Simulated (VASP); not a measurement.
An input for Quantum ESPRESSO's pw.x (written as the equivalent of a VASP run, and not itself run):

```
&CONTROL
  calculation = 'vc-relax'
  pseudo_dir = './pseudo'
  outdir = './out'
  tprnfor = .true.
  tstress = .true.
  nstep = 40
  forc_conv_thr = 0.00078
/
&SYSTEM
  ibrav = 0
  nat = 2
  ntyp = 2
  ecutwfc = 84
  occupations = 'smearing'
  smearing = 'gaussian'
  degauss = 0.003675
  input_dft = 'pbesol'
/
&ELECTRONS
  conv_thr = 7.3e-08
  electron_maxstep = 100
/
&IONS
/
&CELL
/
ATOMIC_SPECIES
  Mg 24.305 Mg.upf
  O 15.999 O.upf
CELL_PARAMETERS angstrom
     0.0000000    2.1050000    2.1050000
     2.1050000    0.0000000    2.1050000
     2.1050000    2.1050000    0.0000000
ATOMIC_POSITIONS crystal
  Mg   0.0000000  0.0000000  0.0000000
  O    0.5000000  0.5000000  0.5000000
K_POINTS automatic
  11 11 11 0 0 0
```

Write the VASP files for the same calculation (PBEsol).

One answer among several that fit: 
INCAR:
```
! general
SYSTEM=MgO
PREC  =Accurate
ENCUT =620   ! plane-wave cut-off (eV)
LREAL =F   ! projection in real space or not
LASPH =T

! electronic loop
EDIFF =1E-6   ! SCF stop (eV)
NELM  =100   ! most electronic steps
ALGO  =Normal   ! blocked Davidson

! smearing
ISMEAR=0   ! Gaussian
SIGMA =0.05   ! width (eV)

! functional
GGA   =PS

! ions
IBRION=2   ! conjugate gradients
NSW   =40   ! most ionic steps
ISIF  =3
EDIFFG=-0.02   ! ionic stop

! output
LWAVE =F
LCHARG=F
```

**KPOINTS**
```
Automatic mesh
0
Gamma
11 11 11
0 0 0
```

### POSCAR
```
MgO
1.0
  0.0000000000   2.1050000000   2.1050000000
  2.1050000000   0.0000000000   2.1050000000
  2.1050000000   2.1050000000   0.0000000000
Mg O
1 1
direct
  0.0000000000   0.0000000000   0.0000000000
  0.5000000000   0.5000000000   0.5000000000
```

POTCAR, in this order: Mg O (PBE.64 set). Program: vasp_std.

The two are equivalent in intent, not identical: the potentials are each code's own (VASP's PAW set, PseudoDojo norm-conserving files in pw.x), so ENCUT and ecutwfc are chosen apart and not converted; conv_thr bounds pw.x's estimated SCF error, while EDIFF bounds the energy change between steps; forc_conv_thr acts on force components and is met together with etot_conv_thr.

The compound is MgO in the rock salt structure. The cell was not relaxed at this level.
